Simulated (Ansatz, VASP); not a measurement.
## Y in two plane-wave programs

One calculation is typed for both programs; each brings its own data sets. How far apart do they land? Of the first pair: The cell is taken from a series of runs on this material, whose earlier steps may have relaxed, scaled, displaced or heated it; both programs get it as it stands.

Program: Ansatz 0.2.0. Level of theory: plane waves, with VASP 6.6.1 beside it; relaxation of cell and atoms at LDA and single point at LDA. Results are calculated unless marked as measured.

## (1) Set-up

It takes space group P6_3/mmc (No. 194, hexagonal). The conventional cell has a = 3.543 Å, b = 3.543 Å, c = 5.506 Å, α = 90.00°, β = 90.00°, γ = 120.00°. Nearest to Y lie 12 Y at 3.43 to 3.54 Å.

Structure file:

```cif
data_structure
_symmetry_space_group_name_H-M 'P6_3/mmc'
_symmetry_Int_Tables_number 194
_cell_length_a 3.5430
_cell_length_b 3.5430
_cell_length_c 5.5063
_cell_angle_alpha 90.000
_cell_angle_beta 90.000
_cell_angle_gamma 120.000
_cell_volume 59.86
loop_
_atom_site_label
_atom_site_type_symbol
_atom_site_symmetry_multiplicity
_atom_site_Wyckoff_symbol
_atom_site_fract_x
_atom_site_fract_y
_atom_site_fract_z
_atom_site_occupancy
Y1 Y 2 c 0.33333 0.66667 0.25000 1
```

## (2) VASP: relaxation of cell and atoms, LDA

The relaxed volume is the usual yardstick between codes: in a stiff, nearly cubic crystal its relative difference is about their pressure difference at one cell divided by the bulk modulus.

Lines of VASP's logs that name or quote its potential files are left out, and so is its time.

Contents of INCAR:

```
SYSTEM = Y
PREC = Accurate
ENCUT = 500
EDIFF = 1E-07
NELM = 120
ISMEAR = 0
SIGMA = 0.1
LREAL = .FALSE.
ALGO = Normal
GGA = CA
NBANDS = 17
LASPH = .TRUE.
LORBIT = 11
LWAVE = .FALSE.
LCHARG = .FALSE.
ISIF = 3
IBRION = 2
NSW = 80
EDIFFG = -0.005
GGA_COMPAT = .FALSE.
NELMIN = 4
KPAR = 2
```

Contents of POSCAR:

```
Y
1.0
    3.5430240000      0.0000000000      0.0000000000
   -1.7715120000      3.0683480000      0.0000000000
    0.0000000000      0.0000000000      5.5062950000
Y
2
Direct
    0.3333334420      0.6666668839      0.2500000454
    0.6666667210      0.3333334420      0.7499999546
```

Contents of KPOINTS:

```
Automatic mesh
0
Gamma
15 15 8
0 0 0
```

The projector-augmented-wave data sets are Y_sv (LDA family, release 64).

Started as:

```sh
$ mpirun -np 2 vasp_std
```

Numbers of over 12 decimals in the logs are rounded to 6 here.

The log of the run:

```text
[banner, memory and clock lines left out]
running    2 mpi-ranks, on    1 nodes
 distrk:  each k-point on    1 cores,    2 groups
 distr:  one band on    1 cores,    1 groups

 POSCAR found type information on POSCAR Y
 POSCAR found :  1 types and       2 ions
 LDA part: xc-table for (Slater(with rela. corr.)+CA(PZ))
 , standard interpolation
 POSCAR, INCAR and KPOINTS ok, starting setup
 FFT: planning ... GRIDC
 FFT: planning ... GRID_SOFT
 FFT: planning ... GRID
 WAVECAR not read
 entering main loop
       N       E                     dE             d eps       ncg     rms          rms(c)
DAV:   1     0.867049048705E+02    0.86705E+02   -0.11265E+04  4598   0.120E+03
DAV:   2    -0.706326365618E+01   -0.93768E+02   -0.92408E+02  5670   0.263E+02
DAV:   3    -0.140973582766E+02   -0.70341E+01   -0.69632E+01  8182   0.440E+01
DAV:   4    -0.142701913145E+02   -0.17283E+00   -0.17261E+00  5435   0.725E+00
DAV:   5    -0.142745201627E+02   -0.43288E-02   -0.43283E-02  6882   0.840E-01    0.350E+01
DAV:   6    -0.139628388708E+02    0.31168E+00   -0.39009E-01  4913   0.398E+00    0.216E+01
DAV:   7    -0.139151390493E+02    0.47700E-01   -0.75727E-01  6478   0.490E+00    0.171E+00
DAV:   8    -0.139027483906E+02    0.12391E-01   -0.11994E-01  5782   0.214E+00    0.437E-01
DAV:   9    -0.139028038677E+02   -0.55477E-04   -0.46497E-03  6314   0.473E-01    0.159E-01
DAV:  10    -0.139027780220E+02    0.25846E-04   -0.41632E-04  6743   0.160E-01    0.495E-02
DAV:  11    -0.139027796825E+02   -0.16605E-05   -0.18356E-05  6402   0.299E-02    0.462E-02
DAV:  12    -0.139027790931E+02    0.58932E-06   -0.50543E-06  5436   0.188E-02    0.929E-03
DAV:  13    -0.139027789758E+02    0.11733E-06   -0.29298E-07  5047   0.461E-03    0.107E-03
DAV:  14    -0.139027789647E+02    0.11127E-07   -0.15588E-08  3232   0.107E-03
   1 F= -.13902779E+02 E0= -.13894177E+02  d E =-.139028E+02
 curvature:   0.00 expect dE= 0.000E+00 dE for cont linesearch  0.000E+00
 trial: gam= 0.00000 g(F)=  0.206E-40 g(S)=  0.232E-03 ort = 0.000E+00 (trialstep = 0.100E+01)
 search vector abs. value=  0.232E-03
 bond charge predicted
       N       E                     dE             d eps       ncg     rms          rms(c)
DAV:   1    -0.139057502682E+02   -0.29713E-02   -0.59400E-02  6655   0.156E+00    0.390E-01
DAV:   2    -0.139032725249E+02    0.24777E-02   -0.73423E-03  6135   0.543E-01    0.182E-01
DAV:   3    -0.139026488932E+02    0.62363E-03   -0.49121E-03  7312   0.342E-01    0.100E-01
DAV:   4    -0.139027635940E+02   -0.11470E-03   -0.32356E-04  5553   0.102E-01    0.479E-02
DAV:   5    -0.139028660946E+02   -0.10250E-03   -0.30249E-04  7862   0.607E-02    0.218E-02
DAV:   6    -0.139028660903E+02    0.43592E-08   -0.44869E-06  5306   0.131E-02    0.124E-02
DAV:   7    -0.139028676708E+02   -0.15806E-05   -0.18278E-06  5087   0.120E-02    0.243E-03
DAV:   8    -0.139028676796E+02   -0.88030E-08   -0.18047E-07  4711   0.121E-03
   2 F= -.13902868E+02 E0= -.13894285E+02  d E =-.887149E-04
 trial-energy change:   -0.000089  1 .order   -0.000093   -0.000232    0.000045
 step:   0.8222(harm=  0.8359)  dis= 0.00000  next Energy=   -13.902872 (dE=-0.928E-04)
 bond charge predicted
       N       E                     dE             d eps       ncg     rms          rms(c)
DAV:   1    -0.139029642916E+02   -0.96621E-04   -0.18998E-03  6702   0.279E-01    0.699E-02
DAV:   2    -0.139028849578E+02    0.79334E-04   -0.23612E-04  6157   0.969E-02    0.326E-02
DAV:   3    -0.139028653100E+02    0.19648E-04   -0.15671E-04  7305   0.608E-02    0.178E-02
DAV:   4    -0.139028689925E+02   -0.36825E-05   -0.10014E-05  5507   0.181E-02    0.858E-03
DAV:   5    -0.139028722584E+02   -0.32659E-05   -0.91141E-06  7818   0.106E-02    0.368E-03
DAV:   6    -0.139028722804E+02   -0.22032E-07   -0.14153E-07  3637   0.245E-03
   3 F= -.13902872E+02 E0= -.13894287E+02  d E =-.933157E-04
 curvature:  -0.42 expect dE=-0.425E-06 dE for cont linesearch -0.180E-06
 trial: gam=-0.03885 g(F)=  0.744E-42 g(S)=  0.102E-05 ort = 0.100E-04 (trialstep = 0.964E+00)
 search vector abs. value=  0.594E-06
 reached required accuracy - stopping structural energy minimisation
```

From OUTCAR (step 2):

```text
ion  position               nearest neighbor table
   1  0.333  0.667  0.250-   2 3.43   2 3.43   2 3.43   2 3.43   2 3.43   2 3.43
   2  0.667  0.333  0.750-   1 3.43   1 3.43   1 3.43   1 3.43   1 3.43   1 3.43

  LATTYP: Found a hexagonal cell.
 ALAT       =     3.5430240000
 C/A-ratio  =     1.5541229752

 Subroutine GETGRP returns: Found 24 space group operations
 (whereof 12 operations were pure point group operations)

The static configuration has the point symmetry D_3d.
 The point group associated with its full space group is D_6h.

 Found    135 irreducible k-points:

   k-points           NKPTS =    135   k-points in BZ     NKDIM =    135   number of bands    NBANDS=     17

   dimension x,y,z NGX =    28 NGY =   28 NGZ =   40
   dimension x,y,z NGXF=    56 NGYF=   56 NGZF=   80

   ENCUT  =  500.0 eV  36.75 Ry    6.06 a.u.   6.46  6.46 10.04*2*pi/ulx,y,z

   NELECT =      22.0000    total number of electrons

 k-points in reciprocal lattice and weights: Automatic mesh
   0.00000000  0.00000000  0.00000000       0.001
   0.06666667 -0.00000000  0.00000000       0.003
   0.13333333 -0.00000000  0.00000000       0.003
   0.20000000 -0.00000000  0.00000000       0.003
   0.26666667 -0.00000000  0.00000000       0.003
   0.33333333 -0.00000000  0.00000000       0.003
   0.40000000 -0.00000000  0.00000000       0.003
   0.46666667  0.00000000  0.00000000       0.003
   0.06666667  0.06666667  0.00000000       0.003
[...]
0.33333333  0.26666667  0.50000000       0.007
   0.33333333  0.33333333  0.50000000       0.001

 average (electrostatic) potential at core
       1 -36.9578       2 -36.9578

 E-fermi :   3.3149

 k-point     1 :       0.0000    0.0000    0.0000
  band No.  band energies     occupation
    ...
      6     -18.6767      2.00000
      7     -18.6767      2.00000
      8     -18.6220      2.00000
      9      -1.5027      2.00000
     10       1.2929      2.00000
     11       4.6724      0.00000
     12       5.0671      0.00000
     13       5.0671      0.00000
     14       5.4956      0.00000
     15       5.7648      0.00000
    ...

 k-point     2 :       0.0667   -0.0000    0.0000
  band No.  band energies     occupation
    ...
      6     -18.7004      2.00000
      7     -18.6793      2.00000
      8     -18.6274      2.00000
      9      -1.3969      2.00000
     10       1.3914      2.00000
     11       4.5289      0.00000
     12       4.7928      0.00000
     13       5.1653      0.00000
     14       5.6411      0.00000
     15       5.7113      0.00000
    ...

 k-point     3 :       0.1333   -0.0000    0.0000
  band No.  band energies     occupation
    ...
      6     -18.7659      2.00000
      7     -18.6870      2.00000
      8     -18.6435      2.00000
      9      -1.0900      2.00000
     10       1.6649      2.00000
     11       4.1535      0.00000
     12       4.3310      0.00000
     13       5.3614      0.00000
     14       5.4567      0.00000
     15       5.7735      0.00000
    ...

  Total       -0.0044497     -0.0044497      0.0016762      0.0000000      0.0000000      0.0000000
  in kB       -0.1194995     -0.1194995      0.0450154      0.0000000      0.0000000      0.0000000
  external PRESSURE =      -0.0646612 kB  Pullay stress =       0.0000000 kB

  energy-cutoff  :      500.00
  volume of cell :       59.66
      direct lattice vectors                 reciprocal lattice vectors
     3.539010604 -0.000000000  0.000000000     0.282564850  0.163138934 -0.000000000
    -1.769505302  3.064872300 -0.000000000     0.000000000  0.326277868  0.000000000
     0.000000000 -0.000000000  5.500239749    -0.000000000  0.000000000  0.181810257

 POSITION                                       TOTAL-FORCE (eV/Angst)
 -----------------------------------------------------------------------------------
      0.00000      2.04325      1.37506         0.000000     -0.000000     -0.000000
      1.76951      1.02162      4.12518        -0.000000      0.000000      0.000000
 -----------------------------------------------------------------------------------
    total drift:                               -0.000000     -0.000337      0.000116

  FREE ENERGIE OF THE ION-ELECTRON SYSTEM (eV)
  ---------------------------------------------------
  free  energy   TOTEN  =       -13.9028722804 eV

  energy  without entropy=      -13.8857009357  energy(sigma->0) =      -13.89428661

 reached required accuracy - stopping structural energy minimisation

 total charge
# of ion       s       p       d       f       tot
--------------------------------------------------
    1        2.304   6.249   1.030   0.009   9.592
    2        2.304   6.249   1.030   0.009   9.592
--------------------------------------------------
tot          4.608  12.498   2.060   0.018  19.184

[... 3 further parts left out ...]
```

## (3) Ansatz: relaxation of cell and atoms, LDA

Ansatz runs on its PAW soft_1 files.

The same cell, functional (in two slightly different forms), mesh and smearing now go to Ansatz, which takes its cutoff from its data sets.

Contents of input.yaml:

```yaml
crystal:
  lattice:
    - [3.5430235188, 0.0, 0.0]
    - [-1.7715117594, 3.0683483735, 0.0]
    - [0.0, 0.0, 5.5062951242]
  atoms:
    - { symbol: "Y", position: [0.3333333333, 0.6666666667, 0.25] }
    - { symbol: "Y", position: [0.6666666667, 0.3333333333, 0.75] }
kpoints:
  mp_grid: { grid: [15, 15, 8] }
hamiltonian:
  xc: lda
  pseudopotentials: { kind: paw, azcp: { folder: soft_1 }, xc_functional: pbe }
scf:
  occupations: { method: gaussian, width: 0.1 }
output:
  forces: true
  stress: true
  eigenvalues: true
relax:
  adjacent_minimum: "off"
  f_tol: 0.005
  max_steps: 80
  cell: { stress_tol: 0.05 }
```

Started as:

```sh
$ ansatz run input.yaml --threads 4 --pin off --max-ram 10240MiB --backend cpu --events-out ev --progress --plain --runs-dir out
```

The log of the run:

```text
Engine: ansatz 0.2.0, x86_64-unknown-linux-gnu
Pseudopotentials: kind: paw
Pseudopotential: Y, paw, valence charge 11, recommended cutoff 420 eV (normal), soft_1/Y.paw.azcp
Functional definition: SPW92
  exchange = slater_x
  correlation = pw_c
Crystal: 2 atoms, lattice volume = 59.860 Å³
Basis set: ecut = 420 eV, 1153 PW (Γ)
Bands: 15, of which v1, the nominal top of the filled ones, is band 11 counted from 1 (10 counted from 0)
Symmetry: 24 space group operations
Space group: P63/mmc (ITA 194), of the structure as read, at distance tolerance 3.9e-5 Å
k-points: 135 of 1800
Non-local potential: Y, projectors of the file, l = 0: 3, l = 1: 2, l = 2: 2, l = 3: 1
PAW form: soft (Blöchl's): semilocal exchange-correlation on the pseudo side does not see the compensation charge
PAW frozen core: Y, regenerated for the run's functional, and the local potential with it (the file was generated under x = pbe(κ = 0.804, μ = 0.219515), c = pbe(β = 0.066725))
PAW one-centre angular grid: Y, 590 points (default); XC on 64 Gauss nodes
Initial density: superposition of atomic densities (chi_scale 0.1, normalization cell)
Initial wavefunctions: pseudopotential atomic-orbital guess
Functional: x = slater, c = lda
SCF iter   1: F=—  HF=-7491.211360 eV  |F-HF|=—  |Δ(HF+E_count)|=         —  Δρ=1.22e-2  dr2=1.39e-1  ethr=3.10e-3  ⟨swp⟩=4.4  Hψ=8886  notcnv=0
preconditioner: auto → Kerker (q_TF=auto, 2.309 Å⁻¹)  [metal: Δε(μ)=0.008 eV  Ē_g=2.696 eV  σ=0.100 eV  W_gap=0.05  n_scr=10 (ndim 8)  ℏωp=11.8 eV  f_vac=0.000  D(μ)=3.35/eV (n_scr^D=34)]
SCF iter   2: F=—  HF=-7491.180241 eV  |F-HF|=—  |Δ(HF+E_count)|=   3.11e-2  Δρ=7.74e-3  dr2=5.49e-2  ethr=6.31e-4  ⟨swp⟩=1.2  Hψ=3142  notcnv=0  defer=2
SCF iter   3: F=—  HF=-7491.160990 eV  |F-HF|=—  |Δ(HF+E_count)|=   1.93e-2  Δρ=1.04e-3  dr2=6.86e-4  ethr=2.50e-4  ⟨swp⟩=3.0  Hψ=3978  notcnv=0  defer=2
SCF iter   4: F=—  HF=-7491.160954 eV  |F-HF|=—  |Δ(HF+E_count)|=   3.59e-5  Δρ=2.03e-4  dr2=2.06e-5  ethr=3.12e-6  ⟨swp⟩=2.0  Hψ=2397  notcnv=0  defer=2
SCF iter   5: F=—  HF=-7491.160950 eV  |F-HF|=—  |Δ(HF+E_count)|=   3.93e-6  Δρ=3.79e-5  dr2=6.04e-7  ethr=9.35e-8  ⟨swp⟩=2.1  Hψ=3485  notcnv=0  defer=2
SCF iter   6: F=-7491.160950 eV  HF=-7491.160950 eV  |F-HF|=2.36e-9  |Δ(HF+E_count)|=   1.47e-7  Δρ=6.71e-6  dr2=1.47e-8  ethr=4.55e-10  ⟨swp⟩=5.5  Hψ=8133  notcnv=0
SCF 1 converged in 6 iterations: F = -7491.160950 eV  dr2 = 1.47e-8
  greatest PAW one-centre occupation: 0.992 electrons in one spin orbital (limit 2), on the Y atom at site 1 (counted from 0), in its partial waves of l = 0
relax step   1: F+E_penalty+E_count = -7491.16095032 eV  Δ(F+E_penalty+E_count) = +0.000e0 eV  max|allowed force component| = 1.156e-17 eV/Å  Δτ_max = 0.0000 Å  P = -0.002 GPa  Ω = 59.860 Å³  (6 SCF iters, dr2 threshold 1.00e-7 eV, accepted)
Initial density: handed on by an earlier stage of this run
Initial wavefunctions: pseudopotential atomic-orbital guess (no wavefunctions were taken with the density)
iter 1 solved again at ethr=1.73e-7 eV; its pass at ethr=3.10e-3 eV (dr2=3.82e-5 eV) is discarded
SCF iter   1: F=—  HF=-7491.160950 eV  |F-HF|=—  |Δ(HF+E_count)|=         —  Δρ=7.01e-6  dr2=1.58e-8  ethr=1.73e-7  ⟨swp⟩=3.1  Hψ=15148  notcnv=0
eigensolver tolerance schedule: the retry pair's looser diagonalisation over-reported the residual by 2411.64 of it (diagonalisation noise at 0.16 of the residual, at the tolerance the schedule requests for it); recorded, not acted on — ethr = c·dr2/N_el stays at c = 1.0e-1
preconditioner: auto → Kerker (q_TF=auto, 2.309 Å⁻¹)  [metal: Δε(μ)=0.007 eV  Ē_g=2.642 eV  σ=0.100 eV  W_gap=0.04  n_scr=10 (ndim 8)  ℏωp=11.8 eV  f_vac=0.000  D(μ)=3.44/eV (n_scr^D=34)]
SCF iter   2: F=—  HF=-7491.160950 eV  |F-HF|=—  |Δ(HF+E_count)|=   6.72e-8  Δρ=3.87e-6  dr2=5.76e-9  ethr=7.19e-11  ⟨swp⟩=2.0  Hψ=3520  notcnv=0
SCF iter   3: F=—  HF=-7491.160950 eV  |F-HF|=—  |Δ(HF+E_count)|=   1.51e-9  Δρ=7.70e-7  dr2=3.27e-10  ethr=2.62e-11  ⟨swp⟩=1.0  Hψ=2025  notcnv=0
SCF iter   4: F=-7491.160950 eV  HF=-7491.160950 eV  |F-HF|=0.00e0  |Δ(HF+E_count)|=  1.73e-11  Δρ=1.56e-7  dr2=1.11e-11  ethr=1.00e-12  ⟨swp⟩=4.8  Hψ=8197  notcnv=0
SCF 2 converged in 4 iterations: F = -7491.160950 eV  dr2 = 1.11e-11
relax step   2: F+E_penalty+E_count = -7491.16095032 eV  Δ(F+E_penalty+E_count) = -1.046e-9 eV  max|allowed force component| = 9.252e-18 eV/Å  Δτ_max = 0.0000 Å  P = -0.002 GPa  Ω = 59.860 Å³  stress off target by 1.40e-2 GPa  SCF on the basis re-selected at this cell (its energy is not comparable with the rows above)  (4 SCF iters)
basis re-selected at this cell: Δ(F+E_penalty+E_count) = -1.046e-9 eV, ΔP = -0.000 GPa vs the last step (what re-selecting the basis moved, of the pressure what is left beyond the Pulay correction that the steps carried, after the strain that the cell walked since its last selection, with what the two solves' SCF thresholds leave and, on support functions, any second-order correction that the steps lacked; it is no m [...]
SCF converged after 4 iterations
Free energy (F): -7491.160950 eV
Harris-Foulkes:  -7491.160950 eV  (|F-HF|=0.00e0)
Internal energy: -7491.143739 eV  (E = F + TS)
E sigma→0 (E₀):  -7491.152345 eV
Entropy (-TS):   -0.017212 eV (-8.606 meV/atom)
Fermi energy:    10.215367 eV
--- Per-component energies (eV) ---
  E_band       = -219.827997
  E_kinetic    = 634.225181
  E_local      = -1145.469877  (includes V_loc(G=0)·N_el)
  E_nonlocal   = 62.170128
  E_hartree    = 361.432728
  E_xc         = -354.240923
  E_vxc        = -410.327386  (∫ρ·V_xc dr)
  E_paw        = -5429.703524  (= ΣΔE_a)
  E_vpaw       = -83.291569  (= ΣTr[D̂ρ^β])
  E_aug_tail   = 0.000046  (compensation charges beyond the density's cutoff)
  E_ewald      = -1620.216667
  E_core_change = 0.659170  (= ΣΔE_core)
  E_smearing   = -0.017212  (= −TS)
  E_closure    = -0.000000  (closes the sum)
  Σ components = -7491.160950   (vs F -7491.160950, Δ=0.00e0)
--- Forces (eV/Å), atoms counted from 1 ---
  atom   1  Y      0.00000000     0.00000000     0.00000000
  atom   2  Y     -0.00000000     0.00000000     0.00000000
  max |Σ_I F_I| component: 0.00e0 eV/Å
--- Stress (GPa, compression-positive) ---
        0.003877       0.000000       0.000000
       -0.000000       0.003877       0.000000
        0.000000       0.000000      -0.013965
  P = ⅓ Tr σ = -0.0021 GPa (-0.021 kbar)
--- Band table (eV; the first three rows and the last of 135) ---
  k-point 0: bands = [... 7 lower, -11.7446, 5.4368, 8.2118, 11.5431, 11.9724, 11.9724, 12.4003, 12.6682]
  k-point 1: bands = [... 7 lower, -11.7789, 5.5522, 8.1681, 11.3928, 11.8993, 11.8993, 12.2888, 12.5629]
  k-point 2: bands = [... 7 lower, -11.8174, 5.8849, 7.9845, 11.1245, 11.7967, 11.7967, 11.9877, 12.3207]
  k-point 134: bands = [... 7 lower, -11.8826, 9.7526, 9.7526, 9.8063, 9.8063, 10.7694, 10.7694, 13.1123]
--- Relaxed structure (1 steps of the walk, 1 accepted, 1 SCFs on fresh bases) ---
  F+E_penalty+E_count = -7491.16095032 eV   max|allowed force component| = 9.252e-18 eV/Å   (the final SCF, on the basis selected at the relaxed cell)
  cell:  # Å, volume = 59.8602 Å³
    - [3.543024, 0.0, 0.0]
    - [-1.771512, 3.068348, 0.0]
    - [0.0, 0.0, 5.5062951242]
  atoms:
    - { symbol: Y, position: [0.333333, 0.666667, 0.250000] }
    - { symbol: Y, position: [0.666667, 0.333333, 0.750000] }
```

## (4) Side by side

Known differences besides the potentials themselves: the two LDA forms differ slightly; the cutoff is 420 eV in Ansatz and 500 eV in VASP; VASP's log shows a relativistic correction to its local exchange, Ansatz's none; Ansatz adds a Pulay correction to the stress that steers its cell, VASP none. Total energies have different zeros and are not compared.

The two programs side by side:

```tsv
quantity	Ansatz	VASP	difference
volume (Å³)	59.86	59.66	+0.34 %
edge a after relaxation, in the typed setting (Å)	3.543	3.539	+0.11 %
edge c after relaxation, in the typed setting (Å)	5.506	5.500	+0.11 %
```

## (5) Ansatz: relaxation, LDA

This run makes the geometry at which the two programs are then compared.

The structure compared here is the end of the Ansatz relaxation.

input.yaml, the sections that differ from step 3:

```yaml
crystal:
  lattice:
    - [3.4360634103, 0.0, 0.0]
    - [-1.7180317052, 2.9757182023, 0.0]
    - [0.0, 0.0, 5.5815287472]
  atoms:
    - { symbol: "Y", position: [0.3333333333, 0.6666666667, 0.25] }
    - { symbol: "Y", position: [0.6666666667, 0.3333333333, 0.75] }
scf:
  occupations: { method: methfessel_paxton, width: 0.2 }
relax:
  adjacent_minimum: "off"
  f_tol: 0.001
  max_steps: 60
  cell: { stress_tol: 0.01, fix: [a, b, gamma] }
# kpoints, hamiltonian, output: as in step 3
```

The log of the run:

```text
[...]
Crystal: 2 atoms, lattice volume = 57.070 Å³
Basis set: ecut = 420 eV, 1099 PW (Γ)
Bands: 15, of which v1, the nominal top of the filled ones, is band 11 counted from 1 (10 counted from 0)
Symmetry: 24 space group operations
[...]
k-points: 135 of 1800
[...]
--- Relaxed structure (3 steps of the walk, 3 accepted, 1 SCFs on fresh bases) ---
[...]
cell:  # Å, volume = 57.4842 Å³
    - [3.436063, 2.8867636777823978e-11, 4.616935983957178e-19]
    - [-1.718032, 2.975718, -2.3084679920121465e-19]
    - [7.499733806232747e-19, 0, 5.622060]
  atoms:
    - { symbol: Y, position: [0.333333, 0.666667, 0.250000] }
    - { symbol: Y, position: [0.666667, 0.333333, 0.75] }
[key lines of the parts left out:]
SCF converged after 5 iterations
Free energy (F): -7491.123302 eV
Fermi energy:    10.741570 eV
P = ⅓ Tr σ = 1.7099 GPa (17.099 kbar)
```

(Part 1 of 2 ends here.)

[Lines on the potential files, build, host, timing and source positions are cut from VASP's logs without a mark.]

[Logs are printed without paths, hosts, clocks, repeated set-up lines and the standing remarks that a program may print on its own settings, such as how far it seeks lower states.]

[Hosts, paths, dates, database ids (printed as entryN), source tags and the programs' standing remarks are cut or masked in the printed files.]
